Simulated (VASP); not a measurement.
# TiSi2 under strain, part 3 of 4

Aim: follow the pressure of TiSi2 through compression, expansion and shear. All runs use PBEsol. Left out of this account: 1 further run (self-consistent run: a reference on another mesh). The start is a computed cell from the Materials Project.

VASP 6.6.1; PBEsol; plane waves and PAW (Ti_sv, Si).

So far, pressure (GPa): step 2 (bands, cell as listed) -2.25; step 3 (cell volume +4.0 %) -7.27; step 4 (cell volume +8.0 %) -11.3.

## 5. Bands, sheared, principal strains -1.6, -0.2, +1.9 %

The cell is sheared at fixed volume, which lowers its symmetry.

Contents of INCAR:

```
SYSTEM = TiSi2
PREC = Accurate
ENCUT = 400
EDIFF = 1E-06
NELM = 100
ISMEAR = -1
SIGMA = 0.05
LREAL = .FALSE.
ALGO = Normal
GGA = PS
NBANDS = 36
LASPH = .TRUE.
LORBIT = 11
LWAVE = .FALSE.
LCHARG = .FALSE.
KPAR = 4
```

Contents of POSCAR:

```
TiSi2
1.0
    1.7267840000     -6.7568930000     -0.0706020000
    1.8234310000      6.7821310000      0.0975980000
    0.0272640000      0.0443590000      3.5406600000
Ti Si
2 4
Direct
    0.8968819200      0.1031180800      0.7500000000
    0.1031180800      0.8968819200      0.2500000000
    0.5582514500      0.4417485500      0.7500000000
    0.4417485500      0.5582514500      0.2500000000
    0.2496851800      0.7503148200      0.7500000000
    0.7503148200      0.2496851800      0.2500000000
```

Contents of KPOINTS:

```
Automatic mesh
0
Gamma
9 9 9
0 0 0
```

Contents of KPOINTS_OPT:

```
Line mode
16
Line-mode
Reciprocal
  0.00000000   0.00000000   0.50000000 X
  0.00000000   0.00000000   0.00000000 GAMMA

  0.00000000   0.00000000   0.00000000 GAMMA
  0.00000000   0.50000000   0.00000000 Y

  0.00000000   0.50000000   0.50000000 L
  0.00000000   0.00000000   0.00000000 GAMMA

  0.00000000   0.00000000   0.00000000 GAMMA
 -0.50000000   0.00000000   0.00000000 Z

 -0.50000000   0.00000000   0.50000000 N
  0.00000000   0.00000000   0.00000000 GAMMA

  0.00000000   0.00000000   0.00000000 GAMMA
 -0.50000000   0.50000000   0.00000000 M

 -0.50000000   0.50000000   0.50000000 R
  0.00000000   0.00000000   0.00000000 GAMMA
```

PAW data sets: Ti_sv and Si (PBE family, release 64).

Command:

```bash
> mpirun -np 4 vasp_std
```

Log:

```text
[... set-up lines as in an earlier step ...]
 entering main loop
       N       E                     dE             d eps       ncg     rms          rms(c)
DAV:   1     0.345457127922E+03    0.34546E+03   -0.15399E+04 26368   0.984E+02
DAV:   2    -0.805237260764E+01   -0.35351E+03   -0.33751E+03 26656   0.318E+02
DAV:   3    -0.448687351786E+02   -0.36816E+02   -0.35934E+02 40400   0.916E+01
DAV:   4    -0.476297878892E+02   -0.27611E+01   -0.27260E+01 36328   0.223E+01
DAV:   5    -0.477463049242E+02   -0.11652E+00   -0.11648E+00 36812   0.406E+00    0.195E+01
DAV:   6    -0.445580068657E+02    0.31883E+01   -0.20152E+01 34824   0.343E+01    0.780E+00
DAV:   7    -0.437704974077E+02    0.78751E+00   -0.53315E+00 31476   0.187E+01    0.615E+00
DAV:   8    -0.436428300400E+02    0.12767E+00   -0.57268E-01 30992   0.598E+00    0.921E-01
DAV:   9    -0.436349589792E+02    0.78711E-02   -0.66769E-02 32160   0.190E+00    0.587E-01
DAV:  10    -0.436357384277E+02   -0.77945E-03   -0.49091E-03 34408   0.444E-01    0.199E-01
DAV:  11    -0.436357217625E+02    0.16665E-04   -0.96660E-04 35808   0.238E-01    0.553E-02
DAV:  12    -0.436356849392E+02    0.36823E-04   -0.13376E-04 32360   0.948E-02    0.142E-02
DAV:  13    -0.436356863582E+02   -0.14189E-05   -0.75778E-06 33752   0.165E-02    0.375E-03
DAV:  14    -0.436356866753E+02   -0.31716E-06   -0.11880E-06 20948   0.882E-03
   1 F= -.43635687E+02 E0= -.43629654E+02  d E =-.120652E-01
 Start KPOINTS_OPT (optional k-point list driver)
k-point batch [1-112\112]
       N       E                     dE             ncg
DAV:   1     0.252933208834E+05   -0.49271E+05     8084
DAV:   2    -0.143197500658E+05   -0.39613E+05     8132
DAV:   3    -0.187046649138E+05   -0.43849E+04    12548
DAV:   4    -0.190278801049E+05   -0.32322E+03    10840
DAV:   5    -0.190436447897E+05   -0.15765E+02    10972
DAV:   6    -0.190437603458E+05   -0.11556E+00    10696
DAV:   7    -0.190437633148E+05   -0.29690E-02    11080
DAV:   8    -0.190437633591E+05   -0.44248E-04     9660
DAV:   9    -0.190437633607E+05   -0.16088E-05     6664
DAV:  10    -0.190437633608E+05   -0.15872E-06     5664
```

Elapsed: 7.3 min, on 4 MPI ranks of AMD EPYC 7R43, shared host; peak memory 3.8 GiB; 24 min of CPU time.

Parts of OUTCAR (step 5):

```text
   k-points           NKPTS =    365   k-points in BZ     NKDIM =    365   number of bands    NBANDS=     36

   ENCUT  =  400.0 eV  29.40 Ry    5.42 a.u.  11.37 11.45  5.77*2*pi/ulx,y,z

   NELECT =      40.0000    total number of electrons

 E-fermi :  10.4833

 k-point     1 :       0.0000    0.0000    0.0000
  band No.  band energies     occupation
    ...
     15       7.9588      2.00000
     16       7.9818      2.00000
     17       8.2847      2.00000
     18       8.2860      2.00000
     19       8.3908      2.00000
     20      10.9354      0.00024
     21      11.1739      0.00000
     22      11.2845      0.00000
     23      11.3887      0.00000
     24      11.7674      0.00000
    ...

  Total       -1.7472829     -1.3828218      0.1057795     -0.8501236     -1.8103469     -1.1345449
  in kB      -32.9072854    -26.0432411      1.9921876    -16.0107213    -34.0949942    -21.3673428
  external PRESSURE =     -18.9861130 kB  Pullay stress =       0.0000000 kB

 POSITION                                       TOTAL-FORCE (eV/Angst)
 -----------------------------------------------------------------------------------
      1.75720     -5.32751      2.60224        -0.003230     -0.029516      0.081931
      1.82028      5.39710      0.96542         0.003230      0.029516     -0.081931
      1.78993     -0.74278      2.65920        -0.024175     -0.250825      0.171071
      1.78755      0.81238      0.90846         0.024175      0.250825     -0.171071
      1.81975      3.43491      2.71110        -0.008172     -0.028207      0.013965
      1.75773     -3.36531      0.85656         0.008172      0.028207     -0.013965
 -----------------------------------------------------------------------------------
    total drift:                                0.000000     -0.000000     -0.000000

  FREE ENERGIE OF THE ION-ELECTRON SYSTEM (eV)
  ---------------------------------------------------
  free  energy   TOTEN  =       -43.6356866753 eV

  energy  without entropy=      -43.6236214926  energy(sigma->0) =      -43.62965408

[... 1 part as in an earlier step ...]

[... 14 further parts left out ...]
```

The path and its labels are those of the sheared lattice, so a letter need not mean the same point as in the unstrained cell.

This step gave:

```yaml
scf_cycles: 14
irreducible_k_points: 365
symmetry_operations: 2
free_energy_toten: -43.64 eV
energy_at_zero_smearing: -43.63 eV
fermi_energy: 10.48 eV
pressure: -1.899 GPa
```

The electronic bands at the labelled points (eV, zero at the Fermi level; # counts the bands kept, so #1 is VASP's band 9):

```csv
point,#9,#10,#11,#12,#13,#14,#15,#16
X,-1.72,-1.65,-0.18,-0.02,0.67,0.94,1.38,1.42
0.47 of the way,-1.92,-1.86,-0.49,-0.35,0.17,0.30,1.34,1.80
Γ,-2.20,-2.20,-2.09,0.45,0.69,0.80,0.91,1.28
0.53 of the way,-2.33,-1.41,-1.20,-0.57,0.50,0.71,0.92,1.36
Y,-1.60,-1.46,-0.67,-0.57,-0.50,1.25,1.54,1.57
jump to L,-3.38,-3.22,-2.45,-2.42,1.70,1.71,1.84,1.85
0.47 of the way,-2.33,-2.28,-1.66,-1.29,0.40,0.92,1.62,1.70
Γ,-2.20,-2.20,-2.09,0.45,0.69,0.80,0.91,1.28
0.53 of the way,-2.33,-1.42,-1.18,-0.58,0.46,0.75,0.86,1.37
Z,-1.65,-1.53,-0.67,-0.56,-0.48,1.21,1.54,1.56
jump to N,-3.26,-3.14,-2.55,-2.39,1.69,1.74,1.85,1.85
0.53 of the way,-2.25,-1.92,-1.29,-1.17,0.61,0.77,1.52,1.80
Γ,-2.20,-2.20,-2.09,0.45,0.69,0.80,0.91,1.28
0.53 of the way,-2.39,-2.10,-1.27,0.41,0.64,0.78,0.88,0.94
M,-2.52,-2.04,-1.20,0.38,0.59,0.71,0.90,1.15
jump to R,-2.13,-2.10,-0.97,-0.91,0.38,0.44,1.65,1.75
0.53 of the way,-2.20,-1.78,-0.72,-0.24,0.15,0.39,1.35,1.49
Γ,-2.20,-2.20,-2.09,0.45,0.69,0.80,0.91,1.28
```

Of the projections kept (Ti, Si), the largest for each band there; the rest of the weight can lie on other orbitals:

```csv
point,#9,#10,#11,#12,#13,#14,#15,#16
X,Ti 0.84,Ti 0.85,Ti 0.75,Ti 0.74,Si 0.51,Ti 0.55,Ti 0.64,Ti 0.64
Γ,Ti 0.82,Ti 0.55,Ti 0.50,Ti 1.00,Si 0.60,Ti 1.00,Ti 0.90,Ti 0.77
Y,Ti 0.69,Ti 0.65,Ti 0.91,Ti 0.87,Ti 0.55,Si 0.57,Si 0.76,Ti 0.94
L,Si 0.59,Si 0.55,Ti 0.64,Ti 0.64,Ti 0.97,Ti 0.97,Ti 0.99,Ti 0.99
Γ,Ti 0.82,Ti 0.55,Ti 0.50,Ti 1.00,Si 0.60,Ti 1.00,Ti 0.90,Ti 0.77
Z,Ti 0.69,Ti 0.64,Ti 0.91,Ti 0.55,Ti 0.88,Si 0.52,Si 0.73,Ti 0.93
```

Force by atom:

```csv
atom,x (eV/Å),y (eV/Å),z (eV/Å),size
Ti1,-0.003,-0.030,0.082,0.087
Ti2,0.003,0.030,-0.082,0.087
Si3,-0.024,-0.251,0.171,0.305
Si4,0.024,0.251,-0.171,0.305
Si5,-0.008,-0.028,0.014,0.033
Si6,0.008,0.028,-0.014,0.033
```

 The pressure is -1.90 GPa, and the symmetry operations fall from 8 to 2.

## 6. Bands, volume times 0.96

The cell is compressed evenly, with fractional positions held.

INCAR is that of step 5.

POSCAR: that of step 5 with these lines changed.

```diff
@@ -2,5 +2,5 @@
 1.0
-    1.7267840000     -6.7568930000     -0.0706020000
-    1.8234310000      6.7821310000      0.0975980000
-    0.0272640000      0.0443590000      3.5406600000
+    1.7412493300     -6.6679286942      0.0000000000
+    1.7412493300      6.6679286942      0.0000000000
+    0.0000000000      0.0000000000      3.5169900368
 Ti Si
```

KPOINTS is that of step 5.

Contents of KPOINTS_OPT:

```
Line mode
16
Line-mode
Reciprocal
  0.00000000   0.00000000   0.00000000 GAMMA
  0.26704826   0.26704826   0.00000000 X

  0.26704826   0.26704826   0.00000000 X
  0.00000000   0.50000000   0.00000000 S

  0.00000000   0.50000000   0.00000000 S
  0.00000000   0.50000000   0.50000000 R

  0.00000000   0.50000000   0.50000000 R
  0.26704826   0.26704826   0.50000000 A

  0.26704826   0.26704826   0.50000000 A
  0.00000000   0.00000000   0.50000000 Z

  0.00000000   0.00000000   0.50000000 Z
  0.00000000   0.00000000   0.00000000 GAMMA

  0.00000000   0.00000000   0.00000000 GAMMA
 -0.50000000   0.50000000   0.00000000 Y

 -0.50000000   0.50000000   0.00000000 Y
 -0.26704826   0.73295174   0.00000000 X1

 -0.26704826   0.73295174   0.00000000 X1
 -0.26704826   0.73295174   0.50000000 A1

 -0.26704826   0.73295174   0.50000000 A1
 -0.50000000   0.50000000   0.50000000 T

 -0.50000000   0.50000000   0.50000000 T
 -0.50000000   0.50000000   0.00000000 Y

  0.00000000   0.00000000   0.50000000 Z
 -0.50000000   0.50000000   0.50000000 T
```

Command:

```bash
> mpirun -np 4 vasp_std
```

Log:

```text
[... set-up lines as in an earlier step ...]
 entering main loop
       N       E                     dE             d eps       ncg     rms          rms(c)
DAV:   1     0.348891864788E+03    0.34889E+03   -0.15437E+04  9048   0.994E+02
DAV:   2    -0.746363907836E+01   -0.35636E+03   -0.33987E+03  9084   0.321E+02
DAV:   3    -0.448225427583E+02   -0.37359E+02   -0.36432E+02 14212   0.928E+01
DAV:   4    -0.474364366064E+02   -0.26139E+01   -0.25823E+01 12140   0.219E+01
DAV:   5    -0.475447460217E+02   -0.10831E+00   -0.10827E+00 12788   0.407E+00    0.206E+01
DAV:   6    -0.443983587865E+02    0.31464E+01   -0.18030E+01 11744   0.338E+01    0.747E+00
DAV:   7    -0.437824177830E+02    0.61594E+00   -0.45384E+00 10808   0.176E+01    0.648E+00
DAV:   8    -0.436621954167E+02    0.12022E+00   -0.49659E-01 10820   0.570E+00    0.867E-01
DAV:   9    -0.436578587921E+02    0.43366E-02   -0.60297E-02 11156   0.177E+00    0.606E-01
DAV:  10    -0.436586333127E+02   -0.77452E-03   -0.43658E-03 11944   0.445E-01    0.184E-01
DAV:  11    -0.436585973265E+02    0.35986E-04   -0.79484E-04 12124   0.226E-01    0.446E-02
DAV:  12    -0.436585761633E+02    0.21163E-04   -0.85413E-05 11232   0.735E-02    0.150E-02
DAV:  13    -0.436585777307E+02   -0.15674E-05   -0.53899E-06 11460   0.146E-02    0.328E-03
DAV:  14    -0.436585779062E+02   -0.17556E-06   -0.66302E-07  6452   0.637E-03
   1 F= -.43658578E+02 E0= -.43652732E+02  d E =-.116912E-01
 Start KPOINTS_OPT (optional k-point list driver)
k-point batch [1-125\192]
       N       E                     dE             ncg
DAV:   1     0.122599453656E+05   -0.89815E+05     9032
DAV:   2    -0.322294220950E+05   -0.44489E+05     9192
DAV:   3    -0.370379079038E+05   -0.48085E+04    13920
DAV:   4    -0.373872404031E+05   -0.34933E+03    12084
DAV:   5    -0.374020951853E+05   -0.14855E+02    12080
DAV:   6    -0.374021993169E+05   -0.10413E+00    11764
DAV:   7    -0.374022018583E+05   -0.25414E-02    12276
DAV:   8    -0.374022018939E+05   -0.35588E-04    10568
DAV:   9    -0.374022018952E+05   -0.13353E-05     7368
DAV:  10    -0.374022018954E+05   -0.15951E-06     6212
k-point batch [126-192\192]
       N       E                     dE             ncg
DAV:   1     0.388450487721E+05   -0.63197E+05     4832
DAV:   2     0.148387409893E+05   -0.24006E+05     4880
DAV:   3     0.122945472544E+05   -0.25442E+04     7276
DAV:   4     0.120894755107E+05   -0.20507E+03     6564
DAV:   5     0.120809944318E+05   -0.84811E+01     6472
DAV:   6     0.120809385776E+05   -0.55854E-01     6372
DAV:   7     0.120809372176E+05   -0.13600E-02     6524
DAV:   8     0.120809371871E+05   -0.30543E-04     5848
DAV:   9     0.120809371857E+05   -0.13817E-05     3936
DAV:  10     0.120809371856E+05   -0.12226E-06     3288
```

It took 4.5 min on 4 MPI ranks; peak memory 1.7 GiB.

From OUTCAR (step 6):

```text
   ENCUT  =  400.0 eV  29.40 Ry    5.42 a.u.  11.24 11.24  5.74*2*pi/ulx,y,z

   NELECT =      40.0000    total number of electrons

 E-fermi :  11.0058

 k-point     1 :       0.0000    0.0000    0.0000
  band No.  band energies     occupation
    ...
     15       8.3303      2.00000
     16       8.3780      2.00000
     17       8.6996      2.00000
     18       8.8642      2.00000
     19       8.9192      2.00000
     20      11.4764      0.00016
     21      11.8540      0.00000
     22      11.9042      0.00000
     23      11.9162      0.00000
     24      12.2752      0.00000
    ...

  Total        1.9305679      1.3771836      2.7608795      0.0000000      0.0000000      0.0000000
  in kB       37.8741254     27.0177621     54.1632839      0.0000000      0.0000000      0.0000000
  external PRESSURE =      39.6850571 kB  Pullay stress =       0.0000000 kB

 POSITION                                       TOTAL-FORCE (eV/Angst)
 -----------------------------------------------------------------------------------
      1.74125     -5.29276      2.63774         0.000000     -0.131271     -0.000000
      1.74125      5.29276      0.87925         0.000000      0.131271     -0.000000
      1.74125     -0.77683      2.63774         0.000000     -0.349167     -0.000000
      1.74125      0.77683      0.87925         0.000000      0.349167     -0.000000
      1.74125      3.33816      2.63774         0.000000      0.014140      0.000000
      1.74125     -3.33816      0.87925         0.000000     -0.014140      0.000000
 -----------------------------------------------------------------------------------
    total drift:                                0.000000     -0.000000     -0.000000

  FREE ENERGIE OF THE ION-ELECTRON SYSTEM (eV)
  ---------------------------------------------------
  free  energy   TOTEN  =       -43.6585779062 eV

  energy  without entropy=      -43.6468867189  energy(sigma->0) =      -43.65273231

[... 5 parts as in an earlier step ...]

[... 11 further parts left out ...]
```

Numbers from this step:

```
irreducible k-points    : 125
symmetry operations     : 8
free energy (TOTEN)     : -43.66 eV
energy at zero smearing : -43.65 eV
Fermi energy            : 11.01 eV
pressure                : 3.969 GPa
```

Electronic bands along the path, in eV, zero at the Fermi level; # counts the bands kept, so #1 is VASP's band 9:

```csv
point,#9,#10,#11,#12,#13,#14,#15,#16
Γ,-2.31,-2.14,-2.09,0.47,0.85,0.90,0.91,1.27
0.47 of the way,-2.42,-1.63,-1.42,-0.60,0.81,0.83,1.04,1.14
X,-1.82,-1.18,-0.87,-0.79,-0.24,1.27,1.43,1.63
0.47 of the way,-1.78,-1.34,-0.80,-0.79,-0.33,1.28,1.60,1.67
S,-1.76,-1.52,-0.75,-0.61,-0.59,1.30,1.59,1.73
0.47 of the way,-3.50,-2.80,-1.81,-1.65,0.77,1.18,1.75,1.98
R,-3.29,-3.29,-2.56,-2.56,1.82,1.82,1.96,1.96
0.53 of the way,-3.38,-3.38,-2.50,-2.50,1.84,1.84,1.97,1.97
A,-3.44,-3.44,-2.47,-2.47,1.87,1.87,1.96,1.96
0.47 of the way,-3.22,-3.22,-1.61,-1.61,0.66,0.66,1.86,1.86
Z,-1.75,-1.75,-0.04,-0.04,0.89,0.89,1.51,1.51
0.47 of the way,-2.00,-1.90,-0.44,-0.39,0.19,0.34,1.43,1.95
Γ,-2.31,-2.14,-2.09,0.47,0.85,0.90,0.91,1.27
0.47 of the way,-2.51,-2.06,-1.37,0.43,0.84,0.88,0.90,0.99
Y,-2.67,-1.96,-1.26,0.39,0.65,0.75,0.95,1.34
0.53 of the way,-2.67,-1.55,-0.51,-0.24,-0.10,0.42,1.04,1.88
X1,-1.82,-1.18,-0.87,-0.79,-0.24,1.27,1.43,1.63
0.53 of the way,-3.19,-3.00,-2.03,-1.77,0.92,1.37,1.77,2.01
A1,-3.44,-3.44,-2.47,-2.47,1.87,1.87,1.96,1.96
0.53 of the way,-3.20,-3.20,-2.36,-2.36,1.77,1.77,1.92,1.92
T,-2.12,-2.12,-0.93,-0.93,0.52,0.52,1.74,1.74
0.47 of the way,-2.15,-1.95,-1.19,-0.27,0.45,0.75,1.07,1.52
Y,-2.67,-1.96,-1.26,0.39,0.65,0.75,0.95,1.34
jump to Z,-1.75,-1.75,-0.04,-0.04,0.89,0.89,1.51,1.51
0.47 of the way,-2.21,-2.21,-0.49,-0.49,0.68,0.68,1.73,1.73
T,-2.12,-2.12,-0.93,-0.93,0.52,0.52,1.74,1.74
```

Of the projections kept (Ti, Si), the largest for each band there; the rest of the weight can lie on other orbitals:

```csv
point,#9,#10,#11,#12,#13,#14,#15,#16
Γ,Ti 0.83,Ti 0.58,Ti 0.50,Ti 1.00,Ti 1.00,Ti 0.99,Si 0.79,Ti 0.57
X,Ti 0.63,Ti 0.78,Ti 0.90,Ti 0.78,Ti 0.76,Ti 0.50,Ti 0.54,Ti 0.96
S,Ti 0.68,Ti 0.65,Ti 0.91,Ti 0.54,Ti 0.88,Si 0.62,Si 0.76,Ti 0.95
R,Si 0.57,Si 0.57,Ti 0.64,Ti 0.64,Ti 0.97,Ti 0.97,Ti 0.99,Ti 0.99
A,Si 0.61,Si 0.61,Ti 0.64,Ti 0.64,Ti 0.98,Ti 0.98,Ti 0.99,Ti 0.99
Z,Ti 0.85,Ti 0.85,Ti 0.76,Ti 0.76,Ti 0.51,Ti 0.51,Ti 0.62,Ti 0.62
```

Force by atom:

| atom | x (eV/Å) | y (eV/Å) | z (eV/Å) | size |
| --- | --- | --- | --- | --- |
| Ti1 | 0.000 | -0.131 | 0.000 | 0.131 |
| Ti2 | 0.000 | 0.131 | 0.000 | 0.131 |
| Si3 | 0.000 | -0.349 | 0.000 | 0.349 |
| Si4 | 0.000 | 0.349 | 0.000 | 0.349 |
| Si5 | 0.000 | 0.014 | 0.000 | 0.014 |
| Si6 | 0.000 | -0.014 | 0.000 | 0.014 |

 The pressure is 3.97 GPa.

For the pressure, step 2 gave -2.25 GPa; this run, with cell volume -4.0 %, gives 3.97 GPa.

[end of part 3 of 4]

[Lines on the potential files, build, host, timing and source positions are cut from VASP's logs without a mark.]

[Logs are printed without paths, hosts, clocks, repeated set-up lines and the standing remarks that a program may print on its own settings, such as how far it seeks lower states.]

[Hosts, paths, dates, database ids (printed as entryN), source tags and the programs' standing remarks are cut or masked in the printed files.]

[A measured line is paired with the nearest computed mode of its activity, which favours agreement.]
